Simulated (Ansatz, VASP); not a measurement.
**NiO (rocksalt prototype): VASP beside Ansatz**

One calculation is typed for both programs; each brings its own data sets. How far apart do they land? The start cell is built, not measured: As first built, before any earlier steps moved the atoms or strained the cell (in the runner's words): rocksalt prototype, lattice guessed from radii. The cell is taken from a series of runs on this material, whose earlier steps may have relaxed, scaled, displaced or heated it; both programs get it as it stands.

Main program and level: Ansatz 0.2.0; plane waves, with VASP 6.6.1 beside it; LDA, DFT+U.

### Step 1. Starting point

Symmetry: Fm-3m, No. 225, cubic system. Conventional cell: a = 4.203 Å, b = 4.203 Å, c = 4.203 Å, α = 90.00°, β = 90.00°, γ = 90.00°. Nearest to Ni lie 6 O at 2.10 Å. Nearest to O lie 6 Ni at 2.10 Å. As first built, before any earlier steps moved the atoms or strained the cell (in the runner's words): rocksalt prototype, lattice guessed from radii. Farther neighbours and most contacts between anions are not listed.

Structure file:

```cif
data_structure
_symmetry_space_group_name_H-M 'Fm-3m'
_symmetry_Int_Tables_number 225
_cell_length_a 4.2027
_cell_length_b 4.2027
_cell_length_c 4.2027
_cell_angle_alpha 90.000
_cell_angle_beta 90.000
_cell_angle_gamma 90.000
_cell_volume 74.23
loop_
_atom_site_label
_atom_site_type_symbol
_atom_site_symmetry_multiplicity
_atom_site_Wyckoff_symbol
_atom_site_fract_x
_atom_site_fract_y
_atom_site_fract_z
_atom_site_occupancy
Ni1 Ni 4 a 0.00000 0.00000 0.00000 1
O1 O 4 b 0.50000 0.00000 0.00000 1
```

### Step 2. Ansatz: single point, LDA, DFT+U, pair 1

Ansatz runs on its default PAW (the set named soft_2) files.

With cell and atoms fixed, the geometry can't cause a difference; cores, projectors, grids and the points listed under the comparison can.

input.yaml reads:

```yaml
crystal:
  lattice:
    - [0.0, 2.10134405, 2.10134405]
    - [2.10134405, 0.0, 2.10134405]
    - [2.10134405, 2.10134405, 0.0]
  atoms:
    - { symbol: Ni, position: [0.0, 0.0, 0.0], spin: 2.0 }
    - { symbol: O, position: [0.5, 0.5, 0.5] }
magnetization:
  spin_polarized: true
kpoints:
  mp_grid: { grid: [10, 10, 10] }
hamiltonian:
  xc: lda
  hubbard:
    sites: [{ species: Ni, l: d, u_eff: 4.8 }]
    projectors: ortho-atomic
scf:
  occupations: { method: fermi_dirac, width: 0.05 }
output:
  eigenvalues: true
```

Launch:

```
$ ansatz run input.yaml --threads 4 --pin off --max-ram 8192MiB --backend cpu --events-out ev --progress --plain --runs-dir out
```

Numbers of over 12 decimals in the logs are rounded to 6 here.

The log of the run:

```text
Engine: ansatz 0.2.0, aarch64-unknown-linux-gnu
Pseudopotentials: kind: paw
Pseudopotential: Ni, paw, valence charge 18, recommended cutoff 420 eV (normal), Ni.paw.azcp
Pseudopotential: O, paw, valence charge 6, recommended cutoff 420 eV (normal), O.paw.azcp
Functional definition: SPW92
  exchange = slater_x
  correlation = pw_c
Crystal: 2 atoms, lattice volume = 18.558 Å³
Basis set: ecut = 420 eV, 339 PW (Γ)
Bands: 17, of which v1, the nominal top of the filled ones, is band 12 counted from 1 (11 counted from 0)
Symmetry: 48 space group operations
Space group: Fm-3m (ITA 225), of the structure as read, at distance tolerance 2.6e-5 Å
Magnetic group: BNS 225.116 (UNI 1618), of the structure as read, at distance tolerance 2.6e-5 Å
k-points: 47 of 1000
Non-local potential: Ni, projectors of the file, l = 0: 3, l = 1: 2, l = 2: 3, l = 3: 1
Non-local potential: O, projectors of the file, l = 0: 2, l = 1: 2, l = 2: 1
PAW form: soft (Blöchl's): semilocal exchange-correlation on the pseudo side does not see the compensation charge
PAW frozen core: Ni, regenerated for the run's functional, and the local potential with it (the file was generated under x = pbe(κ = 0.804, μ = 0.219515), c = pbe(β = 0.066725))
PAW frozen core: O, regenerated for the run's functional, and the local potential with it (the file was generated under x = pbe(κ = 0.804, μ = 0.219515), c = pbe(β = 0.066725))
PAW one-centre angular grid: Ni, 590 points (default); XC on 64 Gauss nodes
PAW one-centre angular grid: O, 110 points (default); XC on 64 Gauss nodes
Initial density: superposition of atomic densities (chi_scale 0.1, normalization cell, long waves kept (reshape's long-wave potential 0.00 eV rms))
Starting moments: Σ|m| = 2 μB on 1 of 2 sites
Initial wavefunctions: pseudopotential atomic-orbital guess
Functional: x = slater, c = lda
SCF iter   1: F=—  HF=-6328.132646 eV  |F-HF|=—  |Δ(HF+E_count)|=         —  Δρ=3.99e-1 (↑1.10e-1 ↓3.99e-1)  dr2=3.33e1  dr2_m=5.03e0  M=0.535 μB ∫|m|=0.538 μB  β_m=0.30  ethr=3.10e-3  ⟨swp⟩=5.5  Hψ=7058  notcnv=0
preconditioner: auto → none  [metal: Δε(μ)=0.046 eV  Ē_g=16.070 eV  σ=0.050 eV  W_gap=0.23  n_scr=8 (ndim 8)  ℏωp=34.5 eV  f_vac=0.000  D(μ)=1.52/eV (n_scr^D=14)  sad-step TF]
SCF iter   2: F=—  HF=-6324.669332 eV  |F-HF|=—  |Δ(HF+E_count)|=    3.46e0  Δρ=7.24e-2 (↑5.56e-2 ↓7.24e-2)  dr2=5.37e-1  dr2_m=2.17e-1  M=1.564 μB ∫|m|=1.566 μB  β_m=0.30  ethr=3.10e-3  ⟨swp⟩=3.3  Hψ=4432  notcnv=0  defer=20
SCF iter   3: F=—  HF=-6324.890759 eV  |F-HF|=—  |Δ(HF+E_count)|=   2.21e-1  Δρ=5.65e-2 (↑2.85e-2 ↓5.65e-2)  dr2=1.57e-1  dr2_m=1.60e-1  M=1.663 μB ∫|m|=1.665 μB  β_m=1.00  ethr=2.24e-3  ⟨swp⟩=2.7  Hψ=3603  notcnv=0  defer=19
SCF iter   4: F=—  HF=-6325.200511 eV  |F-HF|=—  |Δ(HF+E_count)|=   3.10e-1  Δρ=1.91e-2 (↑1.91e-2 ↓1.70e-2)  dr2=3.95e-2  dr2_m=3.53e-2  M=1.811 μB ∫|m|=1.816 μB  β_m=1.00  ethr=6.56e-4  ⟨swp⟩=2.6  Hψ=3894  notcnv=0  defer=24
SCF iter   5: F=—  HF=-6325.441366 eV  |F-HF|=—  |Δ(HF+E_count)|=   2.41e-1  Δρ=3.46e-2 (↑1.17e-2 ↓3.46e-2)  dr2=1.31e-1  dr2_m=6.92e-2  M=1.974 μB ∫|m|=1.981 μB  β_m=1.00  ethr=1.65e-4  ⟨swp⟩=2.7  Hψ=3229  notcnv=0  defer=26
SCF iter   6: F=—  HF=-6325.606769 eV  |F-HF|=—  |Δ(HF+E_count)|=   1.65e-1  Δρ=1.46e-2 (↑7.45e-3 ↓1.46e-2)  dr2=6.21e-2  dr2_m=2.47e-3  M=1.995 μB ∫|m|=2.003 μB  β_m=1.00  ethr=1.65e-4  ⟨swp⟩=2.2  Hψ=2711  notcnv=0  defer=26
SCF iter   7: F=—  HF=-6325.719873 eV  |F-HF|=—  |Δ(HF+E_count)|=   1.13e-1  Δρ=1.18e-2 (↑5.87e-3 ↓1.18e-2)  dr2=4.52e-2  dr2_m=1.53e-3  M=1.992 μB ∫|m|=1.998 μB  β_m=0.30  ethr=1.65e-4  ⟨swp⟩=2.9  Hψ=3116  notcnv=0  defer=37
Mixer restart at iter 7: flushing history
spin-set hold released at iteration 7 (site moments contracting): the magnetisation degrees of freedom join the quasi-Newton model from the next iteration; the mixer history was flushed
SCF iter   8: F=—  HF=-6325.788807 eV  |F-HF|=—  |Δ(HF+E_count)|=   6.89e-2  Δρ=8.60e-3 (↑2.67e-3 ↓8.60e-3)  dr2=1.44e-2  dr2_m=2.80e-3  M=2.000 μB ∫|m|=2.008 μB  β_m=0.44  ethr=1.65e-4  ⟨swp⟩=2.2  Hψ=2632  notcnv=0  defer=38
SCF iter   9: F=—  HF=-6325.844991 eV  |F-HF|=—  |Δ(HF+E_count)|=   5.62e-2  Δρ=6.43e-3 (↑6.43e-3 ↓2.32e-3)  dr2=7.98e-3  dr2_m=8.10e-4  M=2.000 μB ∫|m|=2.007 μB  β_m=0.58  ethr=6.02e-5  ⟨swp⟩=2.1  Hψ=3088  notcnv=0  defer=38
SCF iter  10: F=—  HF=-6325.881329 eV  |F-HF|=—  |Δ(HF+E_count)|=   3.63e-2  Δρ=6.24e-3 (↑1.75e-3 ↓6.24e-3)  dr2=4.73e-3  dr2_m=1.90e-3  M=2.000 μB ∫|m|=2.008 μB  β_m=0.62  ethr=3.33e-5  ⟨swp⟩=2.3  Hψ=3706  notcnv=0  defer=42
SCF iter  11: F=—  HF=-6325.880869 eV  |F-HF|=—  |Δ(HF+E_count)|=   4.60e-4  Δρ=2.94e-3 (↑1.20e-3 ↓2.94e-3)  dr2=1.37e-3  dr2_m=4.87e-4  M=2.000 μB ∫|m|=2.008 μB  β_m=0.60  ethr=1.97e-5  ⟨swp⟩=2.1  Hψ=2641  notcnv=0  defer=44
SCF iter  12: F=—  HF=-6325.880640 eV  |F-HF|=—  |Δ(HF+E_count)|=   2.29e-4  Δρ=8.80e-4 (↑2.01e-4 ↓8.80e-4)  dr2=6.85e-5  dr2_m=4.90e-5  M=2.000 μB ∫|m|=2.008 μB  β_m=0.72  ethr=5.69e-6  ⟨swp⟩=2.1  Hψ=2006  notcnv=0  defer=44
SCF iter  13: F=—  HF=-6325.880646 eV  |F-HF|=—  |Δ(HF+E_count)|=   5.60e-6  Δρ=1.09e-4 (↑4.97e-5 ↓1.09e-4)  dr2=1.60e-6  dr2_m=7.99e-7  M=2.000 μB ∫|m|=2.008 μB  β_m=0.83  ethr=2.85e-7  ⟨swp⟩=2.1  Hψ=2142  notcnv=0  defer=44
SCF iter  14: F=—  HF=-6325.880646 eV  |F-HF|=—  |Δ(HF+E_count)|=   1.32e-7  Δρ=3.70e-5 (↑1.42e-5 ↓3.70e-5)  dr2=1.70e-7  dr2_m=8.89e-8  M=2.000 μB ∫|m|=2.008 μB  β_m=0.91  ethr=6.69e-9  ⟨swp⟩=2.3  Hψ=2215  notcnv=0  defer=44
SCF iter  15: F=-6325.880646 eV  HF=-6325.880646 eV  |F-HF|=1.93e-9  |Δ(HF+E_count)|=   4.26e-9  Δρ=4.93e-6 (↑1.98e-6 ↓4.93e-6)  dr2=3.18e-9  dr2_m=1.56e-9  M=2.000 μB ∫|m|=2.008 μB  ethr=4.17e-10  ⟨swp⟩=4.2  Hψ=4645  notcnv=0
SCF 1 converged in 15 iterations: F = -6325.880646 eV  dr2 = 3.18e-9
  greatest PAW one-centre occupation: 1.003 electrons in one spin orbital (limit 2), on the Ni atom at site 0 (counted from 0), in its partial waves of l = 1
SCF converged after 15 iterations
Magnetization: 2.0000 μB (13.0000 up, 11.0000 down)
Absolute magnetization: 2.0067 μB (∫|ρ↑−ρ↓|, with the PAW one-centre terms)
Spin contamination: 0.0018 ħ² per cell (⟨S²⟩ above its minimum at these occupations)
Per-site moments (μB) at R_I (Å): [(1.657251, 0.866804420625), (0.273311, 0.866804420625)]
Free energy (F): -6325.880646 eV
Harris-Foulkes:  -6325.880646 eV  (|F-HF|=1.93e-9)
Internal energy: -6325.880645 eV  (E = F + TS)
E sigma→0 (E₀):  -6325.880645 eV
Entropy (-TS):   -0.000001 eV (-0.001 meV/atom)
Fermi energy:    13.566637 eV
--- Per-component energies (eV) ---
  E_band       = -363.339723
  E_kinetic    = 449.269680
  E_local      = -4022.673251  (includes V_loc(G=0)·N_el)
  E_nonlocal   = 694.677105
  E_hartree    = 1647.914430
  E_xc         = -154.187402
  E_vxc        = -198.938508  (∫ρ·V_xc dr)
  E_hubbard    = 0.772469  (on-site DFT+U / exact-exchange correction)
  E_vhub       = -18.481001  (the Hubbard potential's part of the band-sum identity)
  E_paw        = -1711.307670  (= ΣΔE_a)
  E_vpaw       = -563.022467  (= ΣTr[D̂ρ^β])
  E_aug_tail   = 0.002916  (compensation charges beyond the density's cutoff)
  E_ewald      = -3230.879964
  E_core_change = 0.531042  (= ΣΔE_core)
  E_smearing   = -0.000001  (= −TS)
  E_closure    = 0.000000  (closes the sum)
  Σ components = -6325.880646   (vs F -6325.880646, Δ=0.00e0)
--- Band table (eV; the first three rows and the last of 94) ---
  k-point 0 ↑: bands = [... 8 lower, 8.1621, 8.1621, 11.0199, 11.0199, 11.0199, 15.0416, 31.1503, 32.0713, ... 1 higher]
  k-point 1 ↑: bands = [... 8 lower, 8.1976, 8.1976, 10.5090, 11.2866, 11.2866, 15.7624, 28.9975, 31.6545, ... 1 higher]
  k-point 2 ↑: bands = [... 8 lower, 8.3472, 8.3472, 9.9249, 11.8734, 11.8734, 17.1299, 26.5096, 30.2376, ... 1 higher]
  k-point 46 ↓: bands = [... 8 lower, 10.3903, 10.6941, 10.7116, 14.7234, 15.2774, 21.9183, 24.3849, 24.6605, ... 1 higher]
Occupation matrices written to <dir>
```

The column dr2 measures how far the density is from self-consistency, as an energy; F and HF (Harris–Foulkes) agree once it is small.

[end of part 1 of 3]

[Lines on the potential files, build, host, timing and source positions are cut from VASP's logs without a mark.]

[Logs are printed without paths, hosts, clocks, repeated set-up lines and the standing remarks that a program may print on its own settings, such as how far it seeks lower states.]

[Hosts, paths, dates, database ids (printed as entryN), source tags and the programs' standing remarks are cut or masked in the printed files.]
